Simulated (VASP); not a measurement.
Energy against volume of Eu (bcc). Calculation: revTPSS meta-GGA, VASP's PBE PAW potentials (set 64) (plane waves; VASP). Settings: 520 eV cut-off, 12×12×12 Γ-centred mesh, first-order Methfessel-Paxton smearing of 0.10 eV, potentials Eu_2.

The 4f electrons are frozen in the core of the lanthanide potential, so 4f levels, which can set the real gap, and their magnetism are missing.

```
V (Å³/atom)  E (eV/atom)
-----------  -----------
38.696          27.58508
39.931          27.57871
41.166          27.57615
42.401          27.57694
```

### Question
Fit these four points and predict the energy of the run at 43.636 Å³/atom.

### Answer
A cubic in V^(−2/3), the third-order Birch-Murnaghan form, passes through the four points with V0 = 41.47 Å³/atom and B0 = 14 GPa, and gives 27.5807 eV/atom there. The run gave 27.5806 eV/atom, -0.0 meV/atom from the fit; all five points give B0 = 14 GPa.

The compound is Eu in the bcc structure. It was relaxed first, which changed the volume by -14 %.
